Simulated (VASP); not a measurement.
Here is a VASP 6.6.1 calculation.

Contents of POSCAR:

```
SnSe2
1.0
    3.8425214528      0.0000000000      0.0000000000
   -1.9212607264      3.3277211927      0.0000000000
    0.0000000000      0.0000000000      6.5365189161
  Sn              Se
     1     2
Direct
     0.0000000000000000    0.0000000000000000    0.0000000000000000
     0.3333333332999970    0.6666666667000030    0.2408219348309473
     0.6666666667000030    0.3333333332999970    0.7591780651690527
```

INCAR.step1

```
ALGO = Normal
EDIFF = 1E-8
EDIFFG = -0.002
ENCUT = 600
IBRION = 2
ISIF = 3
ISMEAR = 0
KPAR = 2
LASPH = True
LCHARG = False
LMIXTAU = True
LREAL = False
LWAVE = False
METAGGA = R2SCAN
NELM = 80
NSW = 40
PREC = Accurate
SIGMA = 0.03
```

INCAR.step2

```
ALGO = Normal
EDIFF = 1E-8
ENCUT = 600
IBRION = 6
ISIF = 2
ISMEAR = 0
KPAR = 2
LASPH = True
LCHARG = False
LMIXTAU = True
LREAL = False
LWAVE = False
METAGGA = R2SCAN
NELM = 80
NFREE = 2
NSW = 1
POTIM = 0.015
PREC = Accurate
SIGMA = 0.03
```

Contents of KPOINTS:

```
k-points
0
Gamma
  9 9 5
```

Potentials or basis: VASP PAW PBE potentials, release 64 (Sn_d, Se).

Command:

```bash
$ cat potpaw_PBE.64/Sn_d/POTCAR potpaw_PBE.64/Se/POTCAR > POTCAR
$ cp INCAR.step1 INCAR
$ mpirun -np 2 vasp_std > vasp.out
$ cp CONTCAR POSCAR
$ cp INCAR.step2 INCAR
$ mpirun -np 2 vasp_std > vasp.out
```

Predict the highest phonon frequency at Γ, LO-TO splitting left out.

251 cm⁻¹.

Estimate the space group after relaxing (to 0.05 Å).

P-3m1 (No. 164).

Predict the relaxed volume.

27.78 Å³/atom.

Estimate the relaxed cell.

a = 3.842 Å, b = 3.842 Å, c = 6.520 Å, α = 90.00°, β = 90.00°, γ = 120.00°.

Final structure:
```xyz
3
Lattice="3.8416 0.0000 0.0000 -1.9208 3.3270 0.0000 0.0000 0.0000 6.5198" Properties=species:S:1:pos:R:3 pbc="T T T"
Sn   -1.9208    3.3270    6.5198
Se    0.0000    2.2180    1.5746
Se    1.9208    1.1090    4.9452
```

Caveat: the PAW data sets were made with another functional, which shifts forces and pressure a little.
